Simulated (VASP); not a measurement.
Data:

```xyz
2
Lattice="0.0000 2.2900 2.2900 2.2900 0.0000 2.2900 2.2900 2.2900 0.0000" Properties=species:S:1:pos:R:3 pbc="T T T"
Zr     0.0000     0.0000     0.0000
N      2.2900     2.2900     2.2900
```

Level of theory: LDA (Ceperley-Alder, Perdew-Zunger), VASP's LDA PAW potentials (set 64) (plane waves; VASP 6.6.1). Run with 400 eV cut-off, 16×16×16 Γ-centred mesh, Gaussian smearing of 0.20 eV, potentials Zr_sv N.

At this cut-off the stress carries a Pulay error, which pulls relaxed volumes low.

What does the run give for the energy per atom (σ→0), pressure, band gap (on the k-mesh) with the smallest direct gap where there is one?

| Item | Value |
|---|---|
| band gap (on the k-mesh) | none (metal, semimetal or under 0.01 eV) |
| energy per atom (σ→0) | -11.200 eV/atom |
| pressure | -11.83 GPa |

Total energies compare only between runs with the same potentials, cut-off and functional.

The structure is a typed ZrN crystal (Fm-3m). The cell was not relaxed at this level. The electron count is odd and the run is not spin-polarised, which forces a metal.
